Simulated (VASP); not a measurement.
Crystal: Ga3BAs4.

```
Ga B As
1.0
     0.00000    2.75344   -2.75344
    -2.75344   -5.50689   -2.75344
    -5.50689    2.75344    2.75344
Ga B As
3 1 4
Direct
  0.75000 0.50000 0.25000
  0.00000 0.00000 0.00000
  0.25000 0.50000 0.75000
  0.50000 0.00000 0.50000
  0.93750 0.87500 0.31250
  0.18750 0.37500 0.06250
  0.43750 0.87500 0.81250
  0.68750 0.37500 0.56250
```

The cell comes from a database or a generator and needn't be the stable form of this composition.

| Property | Result |
| --- | --- |
| Program | VASP 6.6.1 |
| Task | relaxation of cell and atoms |
| Functional | PBEsol |
| Potentials or basis | VASP PAW PBE potentials, release 64 (Ga_d, B, As) |
| Cutoff | 600 eV |
| k mesh | 2 × 2 × 2 |
| Occupations | gaussian, width 0.02 eV |
| Spin | no spin polarisation |

At the start: pressure 0.4 GPa; volume 20.88 Å³/atom.

How do energy, volume and symmetry change on relaxing?

Over 49 steps the energy falls by 178.7 meV/atom and the volume is 20.26 Å³/atom (-3.0 %); space group Cm (No. 8, to 0.05 Å).

Step by step:
```
step  energy change (eV)  largest force (eV/Å)  pressure (GPa)  volume (Å³)
   1              0.0000                2.4854            0.41       167.00
   3             -1.0507                1.4726           -1.13       168.98
   5             -1.3076                0.7656           -0.82       166.07
   7             -1.3779                0.3603            0.18       162.83
   9             -1.4035                0.2817            0.23       162.38
  11             -1.4194                0.1289           -0.50       163.46
  13             -1.4252                0.1123            0.29       161.69
  15             -1.4272                0.0483            0.11       161.85
  17             -1.4274                0.0552            0.09       161.91
  19             -1.4281                0.0424           -0.08       162.31
  21             -1.4285                0.0356            0.07       162.00
  23             -1.4285                0.0293            0.03       162.05
  25             -1.4287                0.0270            0.04       162.10
  27             -1.4289                0.0251            0.01       162.14
  29             -1.4291                0.0182           -0.01       162.10
  31             -1.4291                0.0437            0.01       162.03
  33             -1.4293                0.0279            0.02       162.06
  35             -1.4296                0.0356            0.00       162.04
  37             -1.4297                0.0108            0.03       162.01
  39             -1.4298                0.0128            0.03       162.01
  41             -1.4298                0.0153           -0.08       162.14
  43             -1.4298                0.0140           -0.04       162.12
  45             -1.4298                0.0122           -0.05       162.11
  47             -1.4298                0.0117           -0.04       162.11
  49             -1.4298                0.0098            0.01       162.06
```

Final structure:
```cif
data_structure
_symmetry_space_group_name_H-M 'P 1'
_symmetry_Int_Tables_number 1
_cell_length_a 4.1875
_cell_length_b 6.5837
_cell_length_c 6.3776
_cell_angle_alpha 102.827
_cell_angle_beta 90.000
_cell_angle_gamma 108.543
_cell_volume 162.06
loop_
_atom_site_label
_atom_site_type_symbol
_atom_site_fract_x
_atom_site_fract_y
_atom_site_fract_z
_atom_site_occupancy
Ga1 Ga 0.75764 0.51527 0.25605 1
Ga2 Ga 0.99750 0.99501 0.99896 1
Ga3 Ga 0.23973 0.47947 0.72120 1
B1 B 0.49695 0.99389 0.50320 1
As1 As 0.95769 0.91538 0.36524 1
As2 As 0.19652 0.39303 0.06961 1
As3 As 0.44060 0.88120 0.78510 1
As4 As 0.66337 0.32675 0.55063 1
```

Caveat: the k mesh is coarse (spacing up to 0.84 Å⁻¹), so the values aren't converged; the PAW data sets were made with another functional, which shifts forces and pressure a little.
